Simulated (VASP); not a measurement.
```yaml
crystal:
  lattice:
    - [4.68693, 0.00000, 0.00000]
    - [0.00000, 4.68693, 0.00000]
    - [0.00000, 0.00000, 4.68693]
  atoms:
    - { symbol: Si, position: [0.16163, 0.33837, 0.66163] }
    - { symbol: Si, position: [0.66163, 0.16163, 0.33837] }
    - { symbol: Si, position: [0.83837, 0.83837, 0.83837] }
    - { symbol: Si, position: [0.33837, 0.66163, 0.16163] }
    - { symbol: Ru, position: [0.86862, 0.63138, 0.36862] }
    - { symbol: Ru, position: [0.36862, 0.86862, 0.63138] }
    - { symbol: Ru, position: [0.13138, 0.13138, 0.13138] }
    - { symbol: Ru, position: [0.63138, 0.36862, 0.86862] }
```

The numbers are results of PBEsol GGA, VASP's PBE PAW potentials (set 64) (plane waves; VASP), not measurements. Numerical set-up: 400 eV cut-off, 5×5×5 Γ-centred mesh, tetrahedra with Blöchl corrections, potentials Si Ru_pv.

### Question
Predict the energy per atom (σ→0).

### Answer

```json
{
  "energy per atom (σ→0)": "-8.661 eV/atom"
}
```

Total energies compare only between runs with the same potentials, cut-off and functional.

The compound is RuSi in the B20 structure. It was relaxed first.
